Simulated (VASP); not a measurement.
## W: electrostatic potential with revPBE+D3(BJ)

W:

```xyz
1
Lattice="-1.5757 1.5757 1.5757 1.5757 -1.5757 1.5757 1.5757 1.5757 -1.5757" Properties=species:S:1:pos:R:3 pbc="T T T"
W     0.0000    0.0000    0.0000
```

The cell was built by a generator and needn't be a form met in nature.

```json
{
  "Program": "VASP 6.6.1",
  "Task": "electrostatic potential",
  "Functional": "revPBE",
  "Dispersion": "D3(BJ)",
  "Potentials or basis": "VASP PAW PBE potentials, release 64 (W_sv)",
  "Cutoff": "520 eV",
  "k mesh": "18 × 18 × 18",
  "Occupations": "methfessel-paxton, width 0.1 eV",
  "Spin": "no spin polarisation",
  "Further INCAR settings": "ALGO = Normal; EDIFF = 1e-06"
}
```

The pressure is -0.1 GPa, the band gap on the k mesh is none (metal or under the smearing width) and the dispersion energy per atom is -1.267 eV.

Levels at points of the mesh, in eV from the Fermi level:
| k point | band 5 | band 6 | band 7 | band 8 | band 9 | band 10 |
| --- | --- | --- | --- | --- | --- | --- |
| (0.00, 0.00, 0.00) | -9.71 | -1.24 | -1.24 | -1.24 | 2.31 | 2.31 |
| (0.50, 0.00, 0.00) | -6.36 | -3.63 | 0.70 | 2.21 | 3.21 | 6.27 |
| (0.50, 0.50, 0.50) | -5.93 | -5.93 | 5.27 | 5.27 | 5.27 | 8.34 |

Run time: 15 s on 1 thread of AMD EPYC 9R14 (Zen 4) (shared host), peak memory 0.13 GiB.

Caveat: the PAW data sets were made with another functional, which shifts forces and pressure a little; pairwise dispersion overbinds metals, which lowers pressure and volume. The run has no spin-orbit coupling, so splittings on W are missing.
